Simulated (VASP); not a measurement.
Wanted: the native input for a VASP 6.6.1 run.

```yaml
Task: relaxation of cell and atoms
Functional: r2SCAN
Dispersion: rVV10
Potentials_or_basis: VASP PAW PBE potentials, release 64 (Au)
Cutoff: 600 eV
k_mesh: 18 × 18 × 18
Occupations: methfessel-paxton, width 0.1 eV
Spin: no spin polarisation
Further_INCAR_settings: ALGO = Normal; EDIFF = 1e-06; IBRION = 2; EDIFFG = -0.005; NSW = 60; ISIF = 3
```

The structure of Au lies in POSCAR:

```
Au
1.0
    0.0000000000      2.0400000000      2.0400000000
    2.0400000000      0.0000000000      2.0400000000
    2.0400000000      2.0400000000      0.0000000000
Au
1
Direct
    0.0000000000      0.0000000000      0.0000000000
```

The cell was built by a generator and needn't be a form met in nature.

The input as run:

INCAR

```
SYSTEM = Au
ALGO = Normal
BPARAM = 11.95
CPARAM = 0.0093
EDIFF = 1E-6
EDIFFG = -0.005
ENCUT = 600
IBRION = 2
ISIF = 3
ISMEAR = 1
IVDW_NL = 2
LASPH = .True.
LCHARG = .False.
LMIXTAU = .True.
LREAL = .False.
LUSE_VDW = .True.
LWAVE = .False.
METAGGA = R2SCAN
NELM = 120
NSW = 60
PREC = Accurate
SIGMA = 0.1
```

KPOINTS

```
k-points
0
Gamma
  18 18 18
  0 0 0
```

Potentials or basis: VASP PAW PBE potentials, release 64 (Au).

The run is started by

```sh
$ cat potpaw_PBE.64/Au/POTCAR > POTCAR
$ mpirun -np 1 vasp_std > vasp.out
```

Results of the run:

```yaml
Relaxed_volume: 17.37 Å³/atom
Relaxed_cell: a = 2.907 Å, b = 2.907 Å, c = 2.907 Å, α = 60.00°, β = 60.00°, γ = 60.00°
Space_group_after_relaxing_to_0.05_Å: Fm-3m (No. 225)
Energy_gained_by_relaxing: 4.8 meV/atom
Ionic_steps: 3
Pressure_after_relaxing: 0.0 GPa
Band_gap_on_the_k_mesh: none (metal or under the smearing width)
```

Caveat: the PAW data sets were made with another functional, which shifts forces and pressure a little.

Wall time 2.4 min on 1 thread of Intel(R) Xeon(R) 6975P-C (Granite Rapids), on a shared host, peak memory 0.26 GiB.
